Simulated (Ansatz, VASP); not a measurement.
## TiB2: VASP beside Ansatz

Wanted: the spread between two codes on one cell, functional and k mesh. The cell is taken from a series of runs on this material, whose earlier steps may have relaxed, scaled, displaced or heated it; both programs get it as it stands.

Main program and level: Ansatz 0.2.0; plane waves, with VASP 6.6.1 beside it; zone-centre phonons at PBEsol.

## 1. Set-up

It takes space group P6/mmm (No. 191, hexagonal). The conventional cell has a = 2.987 Å, b = 2.987 Å, c = 3.199 Å, α = 90.00°, β = 90.00°, γ = 120.00°. Nearest to B lie 3 B at 1.72 Å and 6 Ti at 2.35 Å. Nearest to Ti lie 12 B at 2.35 Å. Farther neighbours are not listed.

As a file:

```xyz
3
Lattice="2.9873 0.0000 0.0000 -1.4937 2.5871 0.0000 0.0000 0.0000 3.1989" Properties=species:S:1:pos:R:3 pbc="T T T"
B     0.0000    1.7247    1.5995
B     1.4937    0.8624    1.5995
Ti    0.0000    0.0000    0.0000
```

## 2. VASP: zone-centre phonons, PBEsol

Second derivatives magnify differences that forces hide, and they need a tight electronic threshold.

Lines of VASP's logs that name or quote its potential files are left out, and so is its time.

The input, INCAR:

```
SYSTEM = TiB2
PREC = Accurate
ENCUT = 500
EDIFF = 1E-08
NELM = 120
ISMEAR = 1
SIGMA = 0.2
LREAL = .FALSE.
ALGO = Normal
GGA = PS
NBANDS = 15
LASPH = .TRUE.
LORBIT = 11
LWAVE = .FALSE.
LCHARG = .FALSE.
ISIF = 2
IBRION = 8
GGA_COMPAT = .FALSE.
KPAR = 2
```

The input, POSCAR:

```
TiB2
1.0
    2.9873209256      0.0000000000      0.0000000000
   -1.4936604628      2.5870958108      0.0000000000
    0.0000000000      0.0000000000      3.1989301014
B Ti
2 1
Direct
    0.3333333333      0.6666666667      0.5000000000
    0.6666666667      0.3333333333      0.5000000000
    0.0000000000      0.0000000000      0.0000000000
```

The input, KPOINTS:

```
Automatic mesh
0
Gamma
15 15 16
0 0 0
```

PAW data sets: B and Ti_sv (PBE family, release 64).

Run with:

```bash
$ mpirun -np 2 vasp_std
```

Numbers of over 12 decimals in the logs are rounded to 6 here.

The program printed:

```text
[banner, memory and clock lines left out]
running    2 mpi-ranks, on    1 nodes
 distrk:  each k-point on    1 cores,    2 groups
 distr:  one band on    1 cores,    1 groups

 POSCAR found type information on POSCAR B Ti
 POSCAR found :  2 types and       3 ions
|                                                                             |
|               ----> ADVICE to this user running VASP <----                  |
|                                                                             |
|     You enforced a specific xc type in the INCAR file but a different       |
|     [... a line on the potential file left out ...]
|     I HOPE YOU KNOW WHAT YOU ARE DOING!                                     |
|                                                                             |

 LDA part: xc-table for (Slater+PW92), standard interpolation
 POSCAR, INCAR and KPOINTS ok, starting setup
 FFT: planning ... GRIDC
 FFT: planning ... GRID_SOFT
 FFT: planning ... GRID
 WAVECAR not read
 entering main loop
       N       E                     dE             d eps       ncg     rms          rms(c)
DAV:   1     0.120266475433E+03    0.12027E+03   -0.89266E+03  7297   0.134E+03
DAV:   2    -0.234019063735E+02   -0.14367E+03   -0.13909E+03  7626   0.356E+02
DAV:   3    -0.307396321190E+02   -0.73377E+01   -0.72736E+01 10501   0.787E+01
DAV:   4    -0.309389088790E+02   -0.19928E+00   -0.19914E+00  8874   0.116E+01
DAV:   5    -0.309438816173E+02   -0.49727E-02   -0.49726E-02 10813   0.157E+00    0.179E+01
DAV:   6    -0.257610062058E+02    0.51829E+01   -0.20819E+01 10108   0.529E+01    0.398E+00
DAV:   7    -0.257770105464E+02   -0.16004E-01   -0.11435E+00  7689   0.121E+01    0.364E+00
DAV:   8    -0.257806892851E+02   -0.36787E-02   -0.86102E-02 11787   0.250E+00    0.709E-01
DAV:   9    -0.257794494670E+02    0.12398E-02   -0.27873E-02  9050   0.227E+00    0.198E-01
DAV:  10    -0.257792673764E+02    0.18209E-03   -0.34000E-03  9388   0.770E-01    0.121E-01
DAV:  11    -0.257791711632E+02    0.96213E-04   -0.23552E-04  9796   0.168E-01    0.580E-02
DAV:  12    -0.257791561450E+02    0.15018E-04   -0.59448E-05  9356   0.940E-02    0.140E-02
DAV:  13    -0.257791562028E+02   -0.57811E-07   -0.38251E-06  8941   0.190E-02    0.344E-03
DAV:  14    -0.257791560172E+02    0.18561E-06   -0.82542E-07 10895   0.101E-02    0.681E-04
DAV:  15    -0.257791560494E+02   -0.32144E-07   -0.32925E-08  7473   0.243E-03    0.364E-04
DAV:  16    -0.257791560755E+02   -0.26080E-07   -0.43754E-09  4324   0.738E-04    0.964E-05
DAV:  17    -0.257791560721E+02    0.33340E-08   -0.36545E-10  3974   0.222E-04
   1 F= -.25779156E+02 E0= -.25779158E+02  d E =0.601422E-05
 Linear response reoptimize wavefunctions to high precision
DAV:   1    -0.257791560724E+02   -0.23647E-09   -0.89714E-11  4814   0.929E-05
DAV:   2    -0.257791560724E+02    0.97771E-11   -0.19770E-11  3890   0.439E-05
 Linear response DOF=           4
 Linear response progress:
  Degree of freedom:   1/  4
       N       E                     dE             d eps       ncg     rms          rms(c)
RMM:   1    -0.507765200384E-01   -0.50777E-01   -0.27883E-02 70484   0.143E+00
RMM:   2    -0.451697705698E-01    0.56067E-02   -0.29552E-03 58805   0.372E-01    0.170E-01
RMM:   3    -0.449790645882E-01    0.19071E-03   -0.11188E-03 59519   0.189E-01    0.845E-02
RMM:   4    -0.455591273270E-01   -0.58006E-03   -0.79895E-04 59184   0.146E-01    0.901E-03
RMM:   5    -0.455511369207E-01    0.79904E-05   -0.14440E-04 71704   0.545E-02    0.332E-03
RMM:   6    -0.455744756837E-01   -0.23339E-04   -0.31690E-05 74566   0.231E-02    0.140E-03
RMM:   7    -0.455679590470E-01    0.65166E-05   -0.60316E-06 72993   0.968E-03    0.447E-04
RMM:   8    -0.455733032003E-01   -0.53442E-05   -0.11862E-06 74484   0.468E-03    0.216E-04
RMM:   9    -0.455719824205E-01    0.13208E-05   -0.49470E-07 74444   0.230E-03    0.691E-05
RMM:  10    -0.455720879784E-01   -0.10556E-06   -0.14036E-07 75445   0.115E-03    0.214E-05
RMM:  11    -0.455722458989E-01   -0.15792E-06   -0.11499E-07 76530   0.593E-04    0.151E-05
RMM:  12    -0.455722541725E-01   -0.82736E-08   -0.86488E-09 75014   0.320E-04    0.161E-05
 first order change of Fermi-energy   0.57116E-04
 force on displaced ion       1 direction 1 : -21.679  -0.002   0.000
 Linear response progress:
  Degree of freedom:   2/  4
       N       E                     dE             d eps       ncg     rms          rms(c)
RMM:   1    -0.469149234441E-01   -0.46915E-01    0.11851E-02 23398   0.179E+00
RMM:   2    -0.448526904500E-01    0.20622E-02   -0.25437E-03 21679   0.361E-01    0.129E-01
RMM:   3    -0.447727514484E-01    0.79939E-04   -0.11080E-03 22164   0.191E-01    0.621E-02
RMM:   4    -0.452027538189E-01   -0.43000E-03   -0.57768E-04 22661   0.132E-01    0.125E-02
RMM:   5    -0.452512949557E-01   -0.48541E-04   -0.12142E-04 25678   0.555E-02    0.364E-03
RMM:   6    -0.452798075160E-01   -0.28513E-04   -0.23819E-05 26641   0.247E-02    0.144E-03
RMM:   7    -0.452673048873E-01    0.12503E-04   -0.56896E-06 26049   0.115E-02    0.580E-04
RMM:   8    -0.452699478979E-01   -0.26430E-05   -0.17669E-06 26834   0.575E-03    0.179E-04
RMM:   9    -0.452701821210E-01   -0.23422E-06   -0.79378E-07 26892   0.274E-03    0.130E-04
RMM:  10    -0.452701824464E-01   -0.32533E-09   -0.77331E-07 26361   0.142E-03    0.781E-05
RMM:  11    -0.452706229310E-01   -0.44048E-06   -0.47631E-07 26434   0.718E-04    0.352E-05
RMM:  12    -0.452705963938E-01    0.26537E-07   -0.26523E-07 27530   0.384E-04    0.705E-06
RMM:  13    -0.452705833217E-01    0.13072E-07   -0.19961E-07 27217   0.200E-04    0.118E-05
RMM:  14    -0.452705753996E-01    0.79221E-08   -0.94195E-08 26280   0.115E-04    0.139E-05
 first order change of Fermi-energy  -0.26343E-03
 force on displaced ion       1 direction 3 :  -0.000   0.000 -10.363
 Linear response progress:
  Degree of freedom:   3/  4
       N       E                     dE             d eps       ncg     rms          rms(c)
RMM:   1    -0.686339606453E+00   -0.68634E+00    0.56236E+00 17492   0.135E+02
RMM:   2    -0.647952935237E+00    0.38387E-01   -0.33022E-01 29065   0.514E+00    0.185E-01
RMM:   3    -0.646148351389E+00    0.18046E-02   -0.22583E-02 34278   0.124E+00    0.824E-02
RMM:   4    -0.645838701304E+00    0.30965E-03   -0.12436E-02 38148   0.563E-01    0.178E-02
RMM:   5    -0.646661347309E+00   -0.82265E-03   -0.11592E-03 39402   0.194E-01    0.926E-03
RMM:   6    -0.646958396901E+00   -0.29705E-03   -0.29062E-04 40836   0.837E-02    0.467E-03
RMM:   7    -0.647161770853E+00   -0.20337E-03   -0.70009E-05 39189   0.382E-02    0.809E-04
RMM:   8    -0.647193873113E+00   -0.32102E-04   -0.23936E-05 41844   0.172E-02    0.239E-04
RMM:   9    -0.647199669257E+00   -0.57961E-05   -0.14480E-05 41968   0.909E-03    0.170E-04
RMM:  10    -0.647203802299E+00   -0.41330E-05   -0.11969E-05 42289   0.492E-03    0.159E-04
RMM:  11    -0.647204364583E+00   -0.56228E-06   -0.81183E-06 43550   0.310E-03    0.204E-04
RMM:  12    -0.647195733134E+00    0.86314E-05   -0.59724E-06 39334   0.225E-03    0.491E-04
RMM:  13    -0.647192893044E+00    0.28401E-05   -0.54183E-06 41440   0.159E-03    0.593E-04
RMM:  14    -0.647203022611E+00   -0.10130E-04   -0.36469E-06 35218   0.140E-03    0.310E-04
[...]
RMM:  26    -0.647214167377E+00   -0.10457E-07   -0.15780E-06 35655   0.253E-04    0.329E-06
RMM:  27    -0.647214149615E+00    0.17762E-07   -0.14610E-06 32455   0.229E-04    0.407E-06
RMM:  28    -0.647214186757E+00   -0.37141E-07   -0.13408E-06 29298   0.206E-04    0.732E-06
RMM:  29    -0.647214173581E+00    0.13176E-07   -0.12280E-06 23736   0.187E-04    0.789E-06
RMM:  30    -0.647214178521E+00   -0.49400E-08   -0.11215E-06 17853   0.170E-04    0.925E-06
RMM:  31    -0.647214173391E+00    0.51292E-08   -0.10314E-06 21532   0.156E-04    0.102E-05
RMM:  32    -0.647214161495E+00    0.11896E-07   -0.94340E-07 32253   0.144E-04    0.976E-06
RMM:  33    -0.647214164868E+00   -0.33729E-08   -0.86725E-07 15193   0.130E-04    0.110E-05
 first order change of Fermi-energy   0.38917E-03
 force on displaced ion       3 direction 1 : -15.701   0.000   0.000
 Linear response progress:
  Degree of freedom:   4/  4
       N       E                     dE             d eps       ncg     rms          rms(c)
RMM:   1    -0.802805337624E+00   -0.80281E+00   -0.27251E+00  7507   0.131E+02
RMM:   2    -0.751748300328E+00    0.51057E-01   -0.30838E-01 11965   0.474E+00    0.202E-01
RMM:   3    -0.750686983482E+00    0.10613E-02   -0.23420E-02 13939   0.118E+00    0.915E-02
RMM:   4    -0.751157345133E+00   -0.47036E-03   -0.16294E-02 15212   0.579E-01    0.250E-02
RMM:   5    -0.752021351156E+00   -0.86401E-03   -0.15309E-03 16202   0.193E-01    0.215E-02
RMM:   6    -0.753761479985E+00   -0.17401E-02   -0.28242E-04 13889   0.104E-01    0.189E-02
RMM:   7    -0.753095498612E+00    0.66598E-03   -0.87408E-05 14718   0.472E-02    0.129E-03
RMM:   8    -0.753088012537E+00    0.74861E-05   -0.29814E-05 16506   0.219E-02    0.584E-04
RMM:   9    -0.753096670502E+00   -0.86580E-05   -0.14561E-05 17058   0.107E-02    0.231E-04
RMM:  10    -0.753096658968E+00    0.11534E-07   -0.10248E-05 17220   0.592E-03    0.160E-04
RMM:  11    -0.753099006579E+00   -0.23476E-05   -0.81332E-06 16674   0.350E-03    0.131E-04
RMM:  12    -0.753101859137E+00   -0.28526E-05   -0.62030E-06 16929   0.238E-03    0.836E-05
RMM:  13    -0.753107649268E+00   -0.57901E-05   -0.56352E-06 15755   0.180E-03    0.533E-05
RMM:  14    -0.753106211293E+00    0.14380E-05   -0.46115E-06 16586   0.135E-03    0.110E-05
RMM:  15    -0.753106600866E+00   -0.38957E-06   -0.37763E-06 16920   0.107E-03    0.130E-05
RMM:  16    -0.753106133124E+00    0.46774E-06   -0.33569E-06 16225   0.888E-04    0.264E-05
RMM:  17    -0.753106169665E+00   -0.36541E-07   -0.29304E-06 16485   0.747E-04    0.258E-05
RMM:  18    -0.753106379266E+00   -0.20960E-06   -0.24139E-06 15720   0.641E-04    0.205E-05
RMM:  19    -0.753106386775E+00   -0.75086E-08   -0.21296E-06 17665   0.548E-04    0.227E-05
 first order change of Fermi-energy   0.20618E-02
 force on displaced ion       3 direction 3 :  -0.000  -0.000 -15.845
 Linear response finished
```

OUTCAR, selected parts (step 2):

```text
ion  position               nearest neighbor table
   1  0.333  0.667  0.500-   2 1.72   2 1.72   2 1.72   3 2.35   3 2.35   3 2.35   3 2.35   3 2.35
                             3 2.35
   2  0.667  0.333  0.500-   1 1.72   1 1.72   1 1.72   3 2.35   3 2.35   3 2.35   3 2.35   3 2.35
                             3 2.35
   3  0.000  0.000  0.000-   1 2.35   2 2.35   1 2.35   2 2.35   1 2.35   1 2.35   2 2.35   2 2.35
                             2 2.35   2 2.35   1 2.35   1 2.35

  LATTYP: Found a hexagonal cell.
 ALAT       =     2.9873209256
 C/A-ratio  =     1.0708357693

 Subroutine GETGRP returns: Found 24 space group operations
 (whereof 24 operations were pure point group operations)

The static configuration has the point symmetry D_6h.

 Found    243 irreducible k-points:

   k-points           NKPTS =    243   k-points in BZ     NKDIM =    243   number of bands    NBANDS=     15

   dimension x,y,z NGX =    24 NGY =   24 NGZ =   24
   dimension x,y,z NGXF=    48 NGYF=   48 NGZF=   48

   ENCUT  =  500.0 eV  36.75 Ry    6.06 a.u.   5.45  5.45  5.83*2*pi/ulx,y,z

   NELECT =      18.0000    total number of electrons

 k-points in reciprocal lattice and weights: Automatic mesh
   0.00000000  0.00000000  0.00000000       0.000
   0.06666667  0.00000000  0.00000000       0.002
   0.13333333  0.00000000  0.00000000       0.002
   0.20000000 -0.00000000  0.00000000       0.002
   0.26666667  0.00000000  0.00000000       0.002
   0.33333333 -0.00000000  0.00000000       0.002
   0.40000000  0.00000000  0.00000000       0.002
   0.46666667  0.00000000  0.00000000       0.002
   0.06666667  0.06666667  0.00000000       0.002
[...]
0.33333333  0.26666667  0.50000000       0.003
   0.33333333  0.33333333  0.50000000       0.001

 average (electrostatic) potential at core
       1 -21.9399       2 -21.9399       3 -70.2211

  Total        1.1865204      1.1865204      0.0499654      0.0000000      0.0000000      0.0000000
  in kB       76.8929695     76.8929695      3.2380304      0.0000000      0.0000000      0.0000000
  external PRESSURE =      52.3413231 kB  Pullay stress =       0.0000000 kB

  energy-cutoff  :      500.00
  volume of cell :       24.72
      direct lattice vectors                 reciprocal lattice vectors
     2.987320926  0.000000000  0.000000000     0.334748099  0.193266905  0.000000000
    -1.493660463  2.587095811  0.000000000     0.000000000  0.386533810  0.000000000
     0.000000000  0.000000000  3.198930101     0.000000000  0.000000000  0.312604517

 POSITION                                       TOTAL-FORCE (eV/Angst)
 -----------------------------------------------------------------------------------
     -0.00000      1.72473      1.59947        -0.000000      0.000000      0.000000
      1.49366      0.86237      1.59947         0.000000     -0.000000      0.000000
      0.00000      0.00000      0.00000        -0.000000      0.000000      0.000000
 -----------------------------------------------------------------------------------
    total drift:                               -0.000000      0.000000      0.000000

 Eigenvectors and eigenvalues of the dynamical matrix
 ----------------------------------------------------

   1 f  =   28.335118 THz   178.034799 2PiTHz  945.157812 cm-1   117.184581 meV
             X         Y         Z           dx          dy          dz
     -0.000000  1.724731  1.599465    -0.707107   -0.000006   -0.000000
      1.493660  0.862365  1.599465     0.707107    0.000006    0.000000
      0.000000  0.000000  0.000000     0.000000    0.000000    0.000000

   2 f  =   28.335118 THz   178.034799 2PiTHz  945.157812 cm-1   117.184581 meV
             X         Y         Z           dx          dy          dz
     -0.000000  1.724731  1.599465    -0.000006    0.707107    0.000000
      1.493660  0.862365  1.599465     0.000006   -0.707107    0.000000
      0.000000  0.000000  0.000000     0.000000   -0.000000    0.000000

   3 f  =   17.011993 THz   106.889504 2PiTHz  567.459001 cm-1    70.355918 meV
             X         Y         Z           dx          dy          dz
     -0.000000  1.724731  1.599465    -0.000000    0.000000   -0.707107
      1.493660  0.862365  1.599465    -0.000000    0.000000    0.707107
      0.000000  0.000000  0.000000     0.000000   -0.000000    0.000000

   4 f  =   16.125138 THz   101.317230 2PiTHz  537.876704 cm-1    66.688182 meV
             X         Y         Z           dx          dy          dz
     -0.000000  1.724731  1.599465     0.000000   -0.000000   -0.586921
      1.493660  0.862365  1.599465     0.000000    0.000000   -0.586921
      0.000000  0.000000  0.000000     0.000000    0.000000    0.557717

   5 f  =   16.045403 THz   100.816243 2PiTHz  535.217050 cm-1    66.358427 meV
             X         Y         Z           dx          dy          dz
     -0.000000  1.724731  1.599465     0.586816   -0.000004   -0.000000
      1.493660  0.862365  1.599465     0.586816   -0.000004    0.000000
      0.000000  0.000000  0.000000    -0.557938    0.000003    0.000000

   6 f  =   16.045403 THz   100.816243 2PiTHz  535.217050 cm-1    66.358427 meV
             X         Y         Z           dx          dy          dz
     -0.000000  1.724731  1.599465     0.000004    0.586816    0.000000
      1.493660  0.862365  1.599465     0.000004    0.586816   -0.000000
      0.000000  0.000000  0.000000    -0.000003   -0.557938    0.000000

   7 f/i=    0.000882 THz     0.005543 2PiTHz    0.029425 cm-1     0.003648 meV
             X         Y         Z           dx          dy          dz
     -0.000000  1.724731  1.599465     0.000000   -0.000000   -0.394366
      1.493660  0.862365  1.599465     0.000000    0.000000   -0.394366
      0.000000  0.000000  0.000000     0.000000    0.000000   -0.830031

   8 f/i=    0.003395 THz     0.021330 2PiTHz    0.113236 cm-1     0.014039 meV
             X         Y         Z           dx          dy          dz
     -0.000000  1.724731  1.599465     0.391275    0.050514    0.000000
      1.493660  0.862365  1.599465     0.391275    0.050514   -0.000000
      0.000000  0.000000  0.000000     0.823052    0.106256    0.000000

   9 f/i=    0.003395 THz     0.021330 2PiTHz    0.113236 cm-1     0.014039 meV
             X         Y         Z           dx          dy          dz
     -0.000000  1.724731  1.599465    -0.050514    0.391275    0.000000
      1.493660  0.862365  1.599465    -0.050514    0.391275    0.000000
      0.000000  0.000000  0.000000    -0.106256    0.823052    0.000000

 ELASTIC MODULI CONTR FROM IONIC RELAXATION (kBar)
 Direction    XX          YY          ZZ          XY          YZ          ZX
 --------------------------------------------------------------------------------
 XX         -84.9435     84.9435      0.0000      0.0000      0.0000      0.0000
 YY          84.9435    -84.9435      0.0000     -0.0000      0.0000      0.0000
 ZZ           0.0000      0.0000      0.0000      0.0000      0.0000      0.0000
 XY           0.0000     -0.0000      0.0000    -84.9435      0.0000      0.0000
 YZ           0.0000      0.0000      0.0000      0.0000      0.0000      0.0000
 ZX           0.0000      0.0000      0.0000      0.0000      0.0000      0.0000
 --------------------------------------------------------------------------------
```

(Part 1 of 2 ends here.)

[Lines on the potential files, build, host, timing and source positions are cut from VASP's logs without a mark.]

[Logs are printed without paths, hosts, clocks, repeated set-up lines and the standing remarks that a program may print on its own settings, such as how far it seeks lower states.]

[Hosts, paths, dates, database ids (printed as entryN), source tags and the programs' standing remarks are cut or masked in the printed files.]
